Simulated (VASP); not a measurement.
SnSe2:

```
Sn Se
1.0
     3.84084    0.00000    0.00000
    -1.92042    3.32627    0.00000
     0.00000    0.00000    6.00733
Sn Se
1 2
Cartesian
  0.0000 0.0000 0.0000
  0.0000 2.2175 1.5950
  1.9204 1.1088 4.4123
```

Base run:

```yaml
Program: VASP 6.6.1
Functional: PBE0
Potentials_or_basis: VASP PAW PBE potentials, release 64 (Sn_d, Se)
Cutoff: 520 eV
k_mesh: 6 × 6 × 3
Occupations: gaussian, width 0.03 eV
Spin: no spin polarisation
```

Its results: band gap on the k mesh 1.84 eV, indirect (least direct gap 2.20 eV); pressure -0.9 GPa; largest force 0.596 eV/Å.

Problem. The run is repeated on the same cell with these changes: functional from PBE0 to HSE06. What comes out?

Solution. Band gap on the k mesh 1.18 eV, indirect (least direct gap 1.57 eV); pressure -0.7 GPa; largest force 0.580 eV/Å.

Caveats: the PAW data sets were made with another functional, which shifts forces and pressure a little; spin-orbit coupling is left out, which moves the levels of the heavy elements.

A k mesh can miss the band edges.
